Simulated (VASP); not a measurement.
```xyz
2
Lattice="0.0000 2.8032 2.8032 2.8032 0.0000 2.8032 2.8032 2.8032 0.0000" Properties=species:S:1:pos:R:3 pbc="T T T"
Ag     0.0000     0.0000     0.0000
Cl     2.8032     2.8032     2.8032
```

All values below come from PBE GGA, VASP's PBE PAW potentials (set 64) (plane waves; VASP 6.6.1). Settings: 520 eV cut-off, Gaussian smearing of 0.050 eV, potentials Ag Cl.

Task: Give the energies of bands 2 to 11 at the high-symmetry points, in eV from the valence-band maximum.

Result: 
| band | Γ | X | U | L | W |
|---|---|---|---|---|---|
| 2 | -2.31 | -4.09 | -3.99 | -4.97 | -3.98 |
| 3 | -2.31 | -2.89 | -3.94 | -3.95 | -3.77 |
| 4 | -2.31 | -2.89 | -3.59 | -3.95 | -3.77 |
| 5 | -2.27 | -2.61 | -2.19 | -1.98 | -1.89 |
| 6 | -2.27 | -2.10 | -1.92 | -1.98 | -1.89 |
| 7 | -2.19 | -1.87 | -1.76 | -1.68 | -1.88 |
| 8 | -2.19 | -1.87 | -1.58 | 0.00 | -1.86 |
| 9 | -2.19 | -1.80 | -0.98 | 0.00 | -1.10 |
| 10 | 0.92 | 2.43 | 3.62 | 4.33 | 4.16 |
| 11 | 10.87 | 8.07 | 7.27 | 6.36 | 7.89 |

The gap is indirect, 0.92 eV, from the valence maximum at L to the conduction minimum at Γ.

The compound is AgCl in the rock salt structure. It was relaxed first.
